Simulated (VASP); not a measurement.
Given:

```xyz
2
Lattice="0.0000 2.8704 2.8704 2.8704 0.0000 2.8704 2.8704 2.8704 0.0000" Properties=species:S:1:pos:R:3 pbc="T T T"
Eu     0.0000     0.0000     0.0000
S      2.8704     2.8704     2.8704
```

Level of theory: PBE GGA with D3 dispersion (Becke-Johnson damping), VASP's PBE PAW potentials (set 64) (plane waves; VASP). Settings: 520 eV cut-off, 8×8×8 Γ-centred mesh, Gaussian smearing of 0.050 eV, potentials Eu_2 S.

The 4f electrons are frozen in the core of the lanthanide potential, so 4f levels, which can set the real gap, and their magnetism are missing.

**Question.** The job: EuS (rock salt), 2 atoms, PBE-D3(BJ), static run, 520 eV, 8×8×8 Γ-centred mesh. Roughly how much core time does it take on a busy server core?

**Answer.** About 10 core-seconds (one run on a shared machine, a rough figure). It had 29 irreducible k-points, 11 bands, up to 1288 plane waves and 14 electronic steps.

The compound is EuS in the rock salt structure. This cell is one point of a volume scan, at 0.97 of the reference volume.
